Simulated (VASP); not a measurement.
Level of theory: AM05 GGA, VASP's PBE PAW potentials (set 64) (plane waves; VASP).

VASP input:

### POSCAR
```
PbSe
1
    0.0000000000     2.9975334927     2.9975334927
    2.9975334927     0.0000000000     2.9975334927
    2.9975334927     2.9975334927     0.0000000000
Pb Se
1 1
Direct
  0.0000000000   0.0000000000   0.0000000000
  0.5000000000   0.5000000000   0.5000000000
```

File KPOINTS:
```
Automatic mesh
0
Gamma
8 8 8
0 0 0
```

INCAR:
```
! general
SYSTEM  = PbSe
PREC    = Accurate
ENCUT   = 520
LREAL   = .False.
LASPH   = .True.

! electronic loop
EDIFF   = 1E-7   ! SCF stop (eV)
NELM    = 100   ! most electronic steps
ALGO    = Normal   ! blocked Davidson
LMAXMIX = 4

! smearing
ISMEAR  = 0   ! Gaussian
SIGMA   = 0.05   ! width (eV)

! functional
GGA     = AM   ! AM05

! ions
ISIF    = 2

! output
LWAVE   = .False.
LCHARG  = .False.
```

POTCAR, in this order: Pb_d Se (PBE.64 set). Program: vasp_std.

What VASP printed:

File OSZICAR:
```
       N       E                     dE             d eps       ncg     rms          rms(c)
DAV:   1     0.164181322670E+03    0.16418E+03   -0.98772E+03   812   0.150E+03
DAV:   2     0.443989017535E+01   -0.15974E+03   -0.15622E+03   854   0.363E+02
DAV:   3    -0.822780553027E+01   -0.12668E+02   -0.12525E+02  1058   0.106E+02
DAV:   4    -0.852630125597E+01   -0.29850E+00   -0.29831E+00   880   0.188E+01
DAV:   5    -0.853674747444E+01   -0.10446E-01   -0.10446E-01  1148   0.360E+00    0.284E+00
DAV:   6    -0.831221213573E+01    0.22454E+00   -0.56607E-01  1216   0.644E+00    0.168E+00
DAV:   7    -0.830667735700E+01    0.55348E-02   -0.10682E-01   928   0.192E+00    0.857E-01
DAV:   8    -0.830914297199E+01   -0.24656E-02   -0.11740E-02   884   0.146E+00    0.121E-01
DAV:   9    -0.830887910844E+01    0.26386E-03   -0.24796E-03  1250   0.617E-01    0.423E-02
DAV:  10    -0.830892986623E+01   -0.50758E-04   -0.22131E-04   842   0.103E-01    0.175E-02
DAV:  11    -0.830894129872E+01   -0.11432E-04   -0.76876E-05   910   0.951E-02    0.673E-03
DAV:  12    -0.830894187568E+01   -0.57696E-06   -0.46208E-06  1052   0.209E-02    0.312E-03
DAV:  13    -0.830894200520E+01   -0.12952E-06   -0.13576E-07   682   0.451E-03    0.141E-03
DAV:  14    -0.830894206368E+01   -0.58478E-07   -0.39766E-07   890   0.509E-03
   1 F= -.83089421E+01 E0= -.83087507E+01  d E =-.382818E-03
```

### OUTCAR
```
------------------------ aborting loop because EDIFF is reached ----------------------------------------
  FORCE on cell =-STRESS in cart. coord.  units (eV):
  Direction    XX          YY          ZZ          XY          YZ          ZX
  --------------------------------------------------------------------------------------
  Total        1.2232060      1.2232060      1.2232060      0.0000000      0.0000000      0.0000000
  in kB       36.3821234     36.3821234     36.3821234      0.0000000      0.0000000      0.0000000
  external PRESSURE =      36.3821234 kB  Pullay stress =       0.0000000 kB
  volume of cell :       53.87
      direct lattice vectors                 reciprocal lattice vectors
     0.000000000  2.997533493  2.997533493    -0.166803808  0.166803808  0.166803808
     2.997533493  0.000000000  2.997533493     0.166803808 -0.166803808  0.166803808
     2.997533493  2.997533493  0.000000000     0.166803808  0.166803808 -0.166803808
  FREE ENERGIE OF THE ION-ELECTRON SYSTEM (eV)
  ---------------------------------------------------
  free  energy   TOTEN  =        -8.3089420637 eV

  energy  without entropy=       -8.3085592455  energy(sigma->0) =       -8.30875065
```
(Selected blocks of OUTCAR.)

OUTCAR:
```
 val. band max:        5.8289827277   @ k =   0.5000   0.0000   0.0000

 cond. band min:       5.8665286982   @ k =   0.5000   0.0000   0.0000


 Fermi energy:         5.8477557131

 k-point     1 :       0.0000    0.0000    0.0000
  band No.  band energies     occupation
      1     -11.1555      2.00000
      2     -11.1555      2.00000
      3     -11.1555      2.00000
      4     -11.1543      2.00000
      5     -11.1543      2.00000
      6      -8.3781      2.00000
      7      -0.4583      2.00000
      8       3.6048      2.00000
      9       3.6048      2.00000
     10       3.6048      2.00000
     11      10.6001      0.00000
     12      10.6001      0.00000
     13      10.6001      0.00000
     14      12.1218      0.00000

 k-point     2 :       0.1250    0.0000    0.0000
  band No.  band energies     occupation
      1     -11.1594      2.00000
      2     -11.1594      2.00000
      3     -11.1549      2.00000
      4     -11.1491      2.00000
      5     -11.1491      2.00000
      6      -8.2451      2.00000
      7      -0.9517      2.00000
      8       3.6511      2.00000
      9       3.6511      2.00000
     10       3.9610      2.00000
     11       9.4362      0.00000
     12       9.8354      0.00000
     13       9.8354      0.00000
     14      11.9493      0.00000

 k-point     3 :       0.2500    0.0000    0.0000
  band No.  band energies     occupation
      1     -11.1711      2.00000
      2     -11.1711      2.00000
      3     -11.1539      2.00000
      4     -11.1340      2.00000
      5     -11.1340      2.00000
      6      -7.8762      2.00000
      7      -1.9939      2.00000
      8       3.7865      2.00000
      9       3.7865      2.00000
     10       4.6224      2.00000
     11       7.8788      0.00000
     12       8.6113      0.00000
     13       8.6113      0.00000
     14      12.1673      0.00000

 k-point     4 :       0.3750    0.0000    0.0000
  band No.  band energies     occupation
...
```

Unless said otherwise, spin-orbit coupling is left out, though it shifts the bands of the heavy elements here.

The compound is PbSe in the rock salt structure. This cell is one point of a volume scan, at 0.94 of the reference volume.
